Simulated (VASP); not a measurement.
# EuCd2P2: structure and properties in VASP, part 4 of 5

What structure does EuCd2P2 take at this level, and what are its properties? The start is a computed cell from the Materials Project.

VASP 6.6.1, plane waves and PAW; the level of theory is named at each step.

Still holding for the runs below: The cell holds one magnetic atom, so no antiferromagnetic order fits into it. Experiment finds antiferromagnetic order in this phase (below 11 K, arxiv:2203.12739), so this ferromagnetic run describes another state.

So far, gap on the k-mesh (eV): step 2 (relaxing cell and atoms (r2SCAN + U)) 0.754; step 3 (density, ELF and potential (r2SCAN + U)) 0.754. The relaxed cell has a = 4.341, c = 7.193 Å (conventional setting).

### Step 4. Bands along the symmetry lines (r2SCAN + U)

This step: r2SCAN, DFT+U (Eu f 5 eV), spin-polarised from a ferromagnetic start; plane waves and PAW (Eu, Cd, P) (VASP 6.6.1).

Levels along the symmetry lines show where the bands peak and cross; KPOINTS_OPT computes them in the converged potential.

File INCAR:

```
SYSTEM = EuCd2P2
PREC = Accurate
ENCUT = 450
EDIFF = 1E-06
NELM = 150
ISMEAR = 0
SIGMA = 0.05
LREAL = .FALSE.
ALGO = Normal
METAGGA = R2SCAN
LASPH = .TRUE.
NBANDS = 43
ISPIN = 2
MAGMOM = 6.642 -0.006 -0.006 -0.027 -0.027
LDAU = .TRUE.
LDAUTYPE = 2
LDAUL = 3 -1 -1
LDAUU = 5 0 0
LDAUJ = 0 0 0
LDAUPRINT = 1
LMAXMIX = 6
AMIX = 0.2
BMIX = 1E-04
AMIX_MAG = 0.8
BMIX_MAG = 1E-04
LORBIT = 11
LWAVE = .FALSE.
LCHARG = .FALSE.
KPAR = 4
```

File POSCAR:

```
EuCd2P2
1.0
    4.3407983975      0.0000000000      0.0000000000
   -2.1703991988      3.7592416850      0.0000000000
    0.0000000000      0.0000000000      7.1929162865
Eu Cd P
1 2 2
Direct
    0.0000000000      0.0000000000      0.0000000000
    0.6666666700      0.3333333300      0.3628390541
    0.3333333300      0.6666666700      0.6371609459
    0.6666666700      0.3333333300      0.7500493522
    0.3333333300      0.6666666700      0.2499506478
```

File KPOINTS:

```
Automatic mesh
0
Gamma
7 7 4
0 0 0
```

File KPOINTS_OPT:

```
Line mode
16
Line-mode
Reciprocal
  0.00000000   0.00000000   0.00000000 GAMMA
  0.50000000   0.00000000   0.00000000 M

  0.50000000   0.00000000   0.00000000 M
  0.33333333   0.33333333   0.00000000 K

  0.33333333   0.33333333   0.00000000 K
  0.00000000   0.00000000   0.00000000 GAMMA

  0.00000000   0.00000000   0.00000000 GAMMA
  0.00000000   0.00000000   0.50000000 A

  0.00000000   0.00000000   0.50000000 A
  0.50000000   0.00000000   0.50000000 L

  0.50000000   0.00000000   0.50000000 L
  0.33333333   0.33333333   0.50000000 H

  0.33333333   0.33333333   0.50000000 H
  0.00000000   0.00000000   0.50000000 A

  0.50000000   0.00000000   0.50000000 L
  0.50000000   0.00000000   0.00000000 M

  0.33333333   0.33333333   0.00000000 K
  0.33333333   0.33333333   0.50000000 H
```

The projector-augmented-wave data sets are Eu, Cd and P (PBE family, release 64).

Started as:

```
$ mpirun -np 4 vasp_std
```

Output:

```text
[banner, memory and clock lines left out]
running    4 mpi-ranks, on    1 nodes
 distrk:  each k-point on    1 cores,    4 groups
 distr:  one band on    1 cores,    1 groups

 POSCAR found type information on POSCAR EuCdP
 POSCAR found :  3 types and       5 ions
 [... a notice as in an earlier step ...]

 LDA part: xc-table for (None), standard interpolation
 POSCAR, INCAR and KPOINTS ok, starting setup
 FFT: planning ... GRIDC
 FFT: planning ... GRID_SOFT
 FFT: planning ... GRID
 WAVECAR not read
 entering main loop
       N       E                     dE             d eps       ncg     rms          rms(c)
DAV:   1     0.265780025034E+03    0.26578E+03   -0.19931E+04  7286   0.368E+03
DAV:   2    -0.652207472496E+02   -0.33100E+03   -0.29654E+03  6941   0.468E+02
DAV:   3    -0.104305528795E+03   -0.39085E+02   -0.38109E+02  6961   0.122E+02
DAV:   4    -0.108739904182E+03   -0.44344E+01   -0.43997E+01  9320   0.281E+01
DAV:   5    -0.109088935361E+03   -0.34903E+00   -0.34824E+00  8840   0.918E+00    0.732E+01
DAV:   6    -0.101010599091E+03    0.80783E+01   -0.12094E+01  7004   0.474E+01    0.418E+01
DAV:   7    -0.101118424224E+03   -0.10783E+00   -0.19020E+00  8032   0.130E+01    0.248E+01
DAV:   8    -0.101032384261E+03    0.86040E-01   -0.57645E-01  8306   0.132E+01    0.139E+01
DAV:   9    -0.101002529294E+03    0.29855E-01   -0.59887E-01  7877   0.116E+01    0.893E+00
DAV:  10    -0.101023321634E+03   -0.20792E-01   -0.95863E-02  7629   0.159E+00    0.396E+00
DAV:  11    -0.101014411166E+03    0.89105E-02   -0.31364E-02  7797   0.283E+00    0.121E+00
DAV:  12    -0.101013256564E+03    0.11546E-02   -0.86374E-03  8240   0.890E-01    0.821E-01
DAV:  13    -0.101012980451E+03    0.27611E-03   -0.14026E-03  7328   0.186E-01    0.549E-01
DAV:  14    -0.101012857641E+03    0.12281E-03   -0.42456E-04  7592   0.135E-01    0.340E-01
DAV:  15    -0.101012869404E+03   -0.11762E-04   -0.13296E-04  7536   0.867E-02    0.166E-01
DAV:  16    -0.101012869486E+03   -0.82159E-07   -0.17897E-05  8245   0.489E-02    0.762E-02
DAV:  17    -0.101012868580E+03    0.90574E-06   -0.78710E-06  7392   0.178E-02
   1 F= -.10101287E+03 E0= -.10101287E+03  d E =-.901028E-26  mag=     7.0000
 Start KPOINTS_OPT (optional k-point list driver)
k-point batch [1-28\144]
       N       E                     dE             ncg
DAV:   1     0.276731153132E+04   -0.24291E+05     7329
DAV:   2    -0.649536834997E+04   -0.92627E+04     7077
DAV:   3    -0.744053298002E+04   -0.94516E+03     7338
DAV:   4    -0.750676867589E+04   -0.66236E+02     9267
DAV:   5    -0.751137405569E+04   -0.46054E+01     8723
DAV:   6    -0.751195387740E+04   -0.57982E+00     8789
DAV:   7    -0.751199553894E+04   -0.41662E-01     8184
DAV:   8    -0.751200420303E+04   -0.86641E-02     8066
DAV:   9    -0.751200580151E+04   -0.15985E-02     7080
DAV:  10    -0.751200607855E+04   -0.27704E-03     6048
DAV:  11    -0.751200612316E+04   -0.44607E-04     5192
DAV:  12    -0.751200613627E+04   -0.13106E-04     4704
DAV:  13    -0.751200613903E+04   -0.27603E-05     3824
DAV:  14    -0.751200613954E+04   -0.51753E-06     3632
[...]
k-point batch [141-144\144]
       N       E                     dE             ncg
DAV:   1     0.338406772569E+05   -0.55801E+04     1045
DAV:   2     0.325171891241E+05   -0.13235E+04     1020
DAV:   3     0.323934193108E+05   -0.12377E+03     1034
DAV:   4     0.323843063618E+05   -0.91129E+01     1360
DAV:   5     0.323837307958E+05   -0.57557E+00     1245
DAV:   6     0.323836626808E+05   -0.68115E-01     1264
DAV:   7     0.323836593687E+05   -0.33121E-02     1112
DAV:   8     0.323836585494E+05   -0.81928E-03     1128
DAV:   9     0.323836584643E+05   -0.85124E-04      952
DAV:  10     0.323836584482E+05   -0.16145E-04      856
DAV:  11     0.323836584459E+05   -0.22856E-05      720
DAV:  12     0.323836584453E+05   -0.61715E-06      664
```

The job ended after 22 min (4 MPI ranks of AMD EPYC 7R43, shared host; peak memory 1.9 GiB; 87 min of CPU time).

OUTCAR, selected parts (step 4):

```text
The static configuration has the point symmetry D_3d.

 Found     28 irreducible k-points:

   k-points           NKPTS =     28   k-points in BZ     NKDIM =     28   number of bands    NBANDS=     43

   NELECT =      51.0000    total number of electrons

atom =   1  type =  1  l = 3

 onsite density matrix

spin component  1

spin component  2

 occupancies and eigenvectors

  o =  0.0001  v =  0.0000  0.0000  0.0000  0.0000  0.0000  0.0000  0.0000 -0.6652 -0.0000  0.0000  0.7466  0.0000 -0.0000  0.0000      0.0000  0.0000  0.0000  0.0000  0.0000  0.0000  0.0000  0.0000  0.0000  0.0000  0.0000  0.0000  0.0000  0.0000
  o =  0.0006  v =  0.0000  0.0000  0.0000  0.0000  0.0000  0.0000  0.0000 -0.0000  0.0000 -0.0000 -0.0000  0.0000 -0.0000 -1.0000      0.0000  0.0000  0.0000  0.0000  0.0000  0.0000  0.0000  0.0000  0.0000  0.0000  0.0000  0.0000  0.0000  0.0000
  o =  0.0008  v =  0.0000  0.0000  0.0000  0.0000  0.0000  0.0000  0.0000  0.0000 -0.2251 -0.3356  0.0000 -0.9109 -0.0829 -0.0000      0.0000  0.0000  0.0000  0.0000  0.0000  0.0000  0.0000  0.0000  0.0000  0.0000  0.0000  0.0000  0.0000  0.0000
  o =  0.0008  v =  0.0000  0.0000  0.0000  0.0000  0.0000  0.0000  0.0000 -0.0000 -0.0829  0.9109 -0.0000 -0.3356  0.2251 -0.0000      0.0000  0.0000  0.0000  0.0000  0.0000  0.0000  0.0000  0.0000  0.0000  0.0000  0.0000  0.0000  0.0000  0.0000
  o =  0.0020  v =  0.0000  0.0000  0.0000  0.0000  0.0000  0.0000  0.0000 -0.7466  0.0000 -0.0000 -0.6652 -0.0000  0.0000  0.0000      0.0000  0.0000  0.0000  0.0000  0.0000  0.0000  0.0000  0.0000  0.0000  0.0000  0.0000  0.0000  0.0000  0.0000
  o =  0.0021  v =  0.0000  0.0000  0.0000  0.0000  0.0000  0.0000  0.0000 -0.0000 -0.9006  0.0896 -0.0000  0.2226 -0.3625  0.0000      0.0000  0.0000  0.0000  0.0000  0.0000  0.0000  0.0000  0.0000  0.0000  0.0000  0.0000  0.0000  0.0000  0.0000
  o =  0.0021  v =  0.0000  0.0000  0.0000  0.0000  0.0000  0.0000  0.0000  0.0000 -0.3625 -0.2226  0.0000  0.0896  0.9006  0.0000      0.0000  0.0000  0.0000  0.0000  0.0000  0.0000  0.0000  0.0000  0.0000  0.0000  0.0000  0.0000  0.0000  0.0000
  o =  0.9725  v =  0.0000  0.6748 -0.2412 -0.0000 -0.6511  0.2500  0.0000  0.0000  0.0000  0.0000  0.0000  0.0000  0.0000  0.0000      0.0000  0.0000  0.0000  0.0000  0.0000  0.0000  0.0000  0.0000  0.0000  0.0000  0.0000  0.0000  0.0000  0.0000
  o =  0.9725  v = -0.0000  0.2500  0.6511  0.0000 -0.2412 -0.6748  0.0000  0.0000  0.0000  0.0000  0.0000  0.0000  0.0000  0.0000      0.0000  0.0000  0.0000  0.0000  0.0000  0.0000  0.0000  0.0000  0.0000  0.0000  0.0000  0.0000  0.0000  0.0000
  o =  0.9731  v =  0.9739 -0.0000  0.0000  0.2269  0.0000 -0.0000 -0.0000  0.0000  0.0000  0.0000  0.0000  0.0000  0.0000  0.0000      0.0000  0.0000  0.0000  0.0000  0.0000  0.0000  0.0000  0.0000  0.0000  0.0000  0.0000  0.0000  0.0000  0.0000
  o =  0.9773  v = -0.0000 -0.6511 -0.2500  0.0000 -0.6748 -0.2412  0.0000  0.0000  0.0000  0.0000  0.0000  0.0000  0.0000  0.0000      0.0000  0.0000  0.0000  0.0000  0.0000  0.0000  0.0000  0.0000  0.0000  0.0000  0.0000  0.0000  0.0000  0.0000
  o =  0.9773  v =  0.0000 -0.2412  0.6748 -0.0000 -0.2500  0.6511  0.0000  0.0000  0.0000  0.0000  0.0000  0.0000  0.0000  0.0000      0.0000  0.0000  0.0000  0.0000  0.0000  0.0000  0.0000  0.0000  0.0000  0.0000  0.0000  0.0000  0.0000  0.0000
  o =  0.9776  v =  0.0000  0.0000 -0.0000 -0.0000  0.0000 -0.0000  1.0000  0.0000  0.0000  0.0000  0.0000  0.0000  0.0000  0.0000      0.0000  0.0000  0.0000  0.0000  0.0000  0.0000  0.0000  0.0000  0.0000  0.0000  0.0000  0.0000  0.0000  0.0000
  o =  0.9778  v = -0.2269  0.0000  0.0000  0.9739  0.0000  0.0000  0.0000  0.0000  0.0000  0.0000  0.0000  0.0000  0.0000  0.0000      0.0000  0.0000  0.0000  0.0000  0.0000  0.0000  0.0000  0.0000  0.0000  0.0000  0.0000  0.0000  0.0000  0.0000

 E-fermi :   3.9357

 spin component 1
 k-point     1 :       0.0000    0.0000    0.0000
  band No.  band energies     occupation
    ...
     25       2.6549      1.00000
     26       2.7069      1.00000
     27       3.5690      1.00000
     28       3.5690      1.00000
     29       3.5803      1.00000
     30       4.3339      0.00000
     31       4.5740      0.00000
     32       5.6102      0.00000
     33       6.0212      0.00000
     34       6.0212      0.00000
    ...

 k-point     2 :       0.1429    0.0000    0.0000
  band No.  band energies     occupation
    ...
     25       2.6598      1.00000
     26       2.7143      1.00000
     27       2.8706      1.00000
     28       3.2220      1.00000
     29       3.2786      1.00000
     30       4.9375      0.00000
     31       5.1834      0.00000
     32       6.0019      0.00000
     33       6.6615      0.00000
     34       6.7831      0.00000
    ...

 k-point     3 :       0.2857    0.0000    0.0000
  band No.  band energies     occupation
    ...
     25       2.6622      1.00000
     26       2.6983      1.00000
     27       2.7079      1.00000
     28       2.8605      1.00000
     29       2.8736      1.00000
     30       4.8353      0.00000
     31       5.6685      0.00000
     32       7.0946      0.00000
     33       7.2412      0.00000
     34       7.3487      0.00000
    ...

 k-point     4 :       0.4286    0.0000    0.0000
  band No.  band energies     occupation
    ...
     25       2.6573      1.00000
     26       2.6716      1.00000
     27       2.6721      1.00000
     28       2.7444      1.00000
     29       2.8061      1.00000
     30       4.4769      0.00000
     31       6.2105      0.00000
     32       6.5716      0.00000
     33       8.0304      0.00000
     34       8.0997      0.00000
    ...

  Total        0.0505318      0.0505318      0.0651231     -0.0000000      0.0000000     -0.0000000
  in kB        0.6897636      0.6897636      0.8889369     -0.0000000      0.0000000     -0.0000000
  external PRESSURE =       0.7561547 kB  Pullay stress =       0.0000000 kB

 POSITION                                       TOTAL-FORCE (eV/Angst)
 -----------------------------------------------------------------------------------
      0.00000      0.00000      0.00000         0.000000      0.000000      0.000000
      2.17040      1.25308      2.60987         0.000000     -0.000000      0.007501
     -0.00000      2.50616      4.58305        -0.000000      0.000000     -0.007501
      2.17040      1.25308      5.39504         0.000000     -0.000000      0.000669
     -0.00000      2.50616      1.79787        -0.000000      0.000000     -0.000669
 -----------------------------------------------------------------------------------
    total drift:                               -0.000000      0.000000     -0.000000

  FREE ENERGIE OF THE ION-ELECTRON SYSTEM (eV)
  ---------------------------------------------------
  free  energy   TOTEN  =      -101.0128685802 eV

  energy  without entropy=     -101.0128685802  energy(sigma->0) =     -101.01286858

 total charge
# of ion       s       p       d       f       tot
--------------------------------------------------
    1        2.036   5.818   0.248   6.829  14.932
    2        0.449   0.346   9.535   0.000  10.331
    3        0.449   0.346   9.535   0.000  10.331
    4        1.018   1.502   0.000   0.000   2.520
    5        1.018   1.502   0.000   0.000   2.520
--------------------------------------------------
tot          4.971   9.516  19.319   6.829  40.635

[... 10 parts as in an earlier step ...]

[... 9 further parts left out ...]
```

Spin-orbit coupling is off here; with elements this heavy it splits and shifts levels by tenths of an eV or more.

Numbers from this step:

* SCF cycles: 17
* bands: 43
* Fermi energy: 3.936 eV
* pressure: 0.07562 GPa
* least gap on mesh and path: 0.7535 eV
* least direct gap on mesh and path: 0.7536 eV

Spin up. The electronic bands at the labelled points (eV, zero at the valence-band top; v1 is the highest filled band, c1 the lowest empty one):

| point | v4 | v3 | v2 | v1 | c1 | c2 | c3 | c4 |
| --- | --- | --- | --- | --- | --- | --- | --- | --- |
| Γ | -0.87 | -0.01 | -0.01 | 0.00 | 0.75 | 0.99 | 2.03 | 2.44 |
| 0.47 of the way | -0.86 | -0.85 | -0.62 | -0.61 | 1.44 | 1.84 | 3.21 | 3.47 |
| M | -0.91 | -0.91 | -0.85 | -0.78 | 0.85 | 2.76 | 2.80 | 4.82 |
| 0.47 of the way | -0.91 | -0.90 | -0.87 | -0.85 | 1.87 | 2.64 | 2.85 | 3.90 |
| K | -0.92 | -0.90 | -0.90 | -0.86 | 2.77 | 2.80 | 2.80 | 3.62 |
| 0.47 of the way | -0.89 | -0.88 | -0.85 | -0.63 | 1.77 | 2.47 | 2.80 | 3.73 |
| Γ | -0.87 | -0.01 | -0.01 | 0.00 | 0.75 | 0.99 | 2.03 | 2.44 |
| 0.47 of the way | -0.87 | -0.63 | -0.19 | -0.19 | 0.88 | 1.54 | 2.48 | 2.50 |
| A | -0.87 | -0.84 | -0.41 | -0.41 | 0.79 | 1.87 | 2.48 | 2.48 |
| 0.47 of the way | -0.88 | -0.85 | -0.81 | -0.62 | 1.51 | 2.17 | 2.61 | 3.23 |
| L | -0.91 | -0.89 | -0.61 | -0.58 | 0.98 | 2.02 | 2.03 | 2.89 |
| 0.47 of the way | -0.91 | -0.88 | -0.82 | -0.72 | 1.41 | 2.55 | 2.71 | 2.90 |
| H | -0.91 | -0.87 | -0.87 | -0.87 | 2.14 | 2.14 | 3.64 | 4.06 |
| 0.47 of the way | -0.86 | -0.84 | -0.83 | -0.80 | 1.87 | 2.05 | 2.80 | 3.06 |
| A | -0.87 | -0.84 | -0.41 | -0.41 | 0.79 | 1.87 | 2.48 | 2.48 |
| jump to L | -0.91 | -0.89 | -0.61 | -0.58 | 0.98 | 2.02 | 2.03 | 2.89 |
| 0.47 of the way | -0.91 | -0.89 | -0.78 | -0.70 | 0.97 | 2.10 | 2.78 | 3.25 |
| M | -0.91 | -0.91 | -0.85 | -0.78 | 0.85 | 2.76 | 2.80 | 4.82 |
| jump to K | -0.92 | -0.90 | -0.90 | -0.86 | 2.77 | 2.80 | 2.80 | 3.62 |
| 0.47 of the way | -0.92 | -0.89 | -0.89 | -0.86 | 2.47 | 2.47 | 3.11 | 3.88 |
| H | -0.91 | -0.87 | -0.87 | -0.87 | 2.14 | 2.14 | 3.64 | 4.06 |

Of the projections kept (Eu, Cd, P), the largest for each band there; the rest of the weight can lie on other orbitals:

| point | v4 | v3 | v2 | v1 | c1 | c2 | c3 | c4 |
| --- | --- | --- | --- | --- | --- | --- | --- | --- |
| Γ | Eu 1.00 | Eu 0.49 | Eu 0.49 | Eu 0.53 | P 0.57 | Cd 0.68 | Eu 0.75 | Eu 0.74 |
| M | Eu 1.00 | Eu 1.00 | Eu 0.99 | Eu 0.97 | Cd 0.47 | P 0.46 | Cd 0.46 | Eu 0.61 |
| K | Eu 1.00 | Eu 0.99 | Eu 0.99 | Eu 1.00 | Eu 0.52 | Cd 0.37 | Cd 0.37 | Eu 0.65 |
| Γ | Eu 1.00 | Eu 0.49 | Eu 0.49 | Eu 0.53 | P 0.57 | Cd 0.68 | Eu 0.75 | Eu 0.74 |
| A | Eu 1.00 | Eu 0.99 | Eu 0.72 | Eu 0.72 | Cd 0.62 | Cd 0.49 | Eu 0.78 | Eu 0.78 |
| L | Eu 1.00 | Eu 1.00 | Eu 0.87 | Eu 0.82 | Eu 0.67 | Cd 0.66 | Cd 0.45 | Cd 0.70 |

Spin down. The electronic bands at the labelled points (eV, zero at the valence-band top; v1 is the highest filled band, c1 the lowest empty one):

| point | v4 | v3 | v2 | v1 | c1 | c2 | c3 | c4 |
| --- | --- | --- | --- | --- | --- | --- | --- | --- |
| Γ | -1.68 | -0.57 | -0.46 | -0.46 | 0.91 | 0.98 | 2.54 | 2.98 |
| 0.47 of the way | -2.62 | -2.02 | -1.20 | -1.20 | 1.66 | 2.11 | 3.40 | 3.80 |
| M | -2.84 | -2.44 | -2.40 | -1.82 | 1.13 | 2.88 | 3.08 | 4.80 |
| 0.47 of the way | -3.25 | -2.73 | -2.33 | -1.91 | 2.11 | 2.88 | 3.13 | 4.26 |
| K | -4.16 | -2.39 | -2.39 | -2.09 | 3.03 | 3.05 | 3.05 | 4.08 |
| 0.47 of the way | -3.19 | -2.60 | -1.91 | -1.16 | 2.11 | 2.63 | 3.14 | 3.95 |
| Γ | -1.68 | -0.57 | -0.46 | -0.46 | 0.91 | 0.98 | 2.54 | 2.98 |
| 0.47 of the way | -1.56 | -1.33 | -0.67 | -0.67 | 0.91 | 1.63 | 2.79 | 3.06 |
| A | -1.26 | -1.26 | -1.07 | -1.07 | 0.91 | 1.92 | 3.04 | 3.04 |
| 0.47 of the way | -2.09 | -2.04 | -1.73 | -1.21 | 1.79 | 2.43 | 2.71 | 3.39 |
| L | -2.80 | -2.76 | -1.39 | -1.28 | 1.40 | 2.01 | 2.31 | 3.03 |
| 0.47 of the way | -3.18 | -2.68 | -2.02 | -1.50 | 1.78 | 2.68 | 2.84 | 3.13 |
| H | -3.62 | -2.87 | -2.06 | -2.06 | 2.44 | 2.44 | 4.24 | 4.24 |
| 0.47 of the way | -2.55 | -2.19 | -1.77 | -1.65 | 2.15 | 2.33 | 3.25 | 3.31 |
| A | -1.26 | -1.26 | -1.07 | -1.07 | 0.91 | 1.92 | 3.04 | 3.04 |
| jump to L | -2.80 | -2.76 | -1.39 | -1.28 | 1.40 | 2.01 | 2.31 | 3.03 |
| 0.47 of the way | -2.82 | -2.65 | -1.80 | -1.55 | 1.27 | 2.32 | 2.88 | 3.41 |
| M | -2.84 | -2.44 | -2.40 | -1.82 | 1.13 | 2.88 | 3.08 | 4.80 |
| jump to K | -4.16 | -2.39 | -2.39 | -2.09 | 3.03 | 3.05 | 3.05 | 4.08 |
| 0.47 of the way | -3.98 | -2.39 | -2.25 | -2.25 | 2.76 | 2.76 | 3.38 | 4.21 |
| H | -3.62 | -2.87 | -2.06 | -2.06 | 2.44 | 2.44 | 4.24 | 4.24 |

Of the projections kept (Eu, Cd, P), the largest for each band there; the rest of the weight can lie on other orbitals:

| point | v4 | v3 | v2 | v1 | c1 | c2 | c3 | c4 |
| --- | --- | --- | --- | --- | --- | --- | --- | --- |
| Γ | P 0.65 | P 0.78 | P 0.76 | P 0.76 | P 0.59 | Cd 0.72 | Eu 0.65 | Eu 0.59 |
| M | P 0.66 | P 0.66 | P 0.65 | P 0.67 | Cd 0.56 | P 0.48 | Cd 0.51 | Cd 0.60 |
| K | P 0.62 | P 0.66 | P 0.66 | P 0.65 | Cd 0.40 | Cd 0.41 | Cd 0.41 | Eu 0.49 |
| Γ | P 0.65 | P 0.78 | P 0.76 | P 0.76 | P 0.59 | Cd 0.72 | Eu 0.65 | Eu 0.59 |
| A | P 0.68 | P 0.68 | P 0.69 | P 0.69 | Cd 0.68 | Cd 0.54 | Eu 0.65 | Eu 0.65 |
| L | P 0.66 | P 0.65 | P 0.71 | P 0.74 | Eu 0.57 | Cd 0.72 | Cd 0.47 | Cd 0.69 |

The path finds the gap of the mesh within 0.02 eV, so the mesh comes close to both band edges.

(Continued in part 5 of 5.)

[Lines on the potential files, build, host, timing and source positions are cut from VASP's logs without a mark.]

[Logs are printed without paths, hosts, clocks, repeated set-up lines and the standing remarks that a program may print on its own settings, such as how far it seeks lower states.]

[Hosts, paths, dates, database ids (printed as entryN), source tags and the programs' standing remarks are cut or masked in the printed files.]

[A measured line is paired with the nearest computed mode of its activity, which favours agreement.]
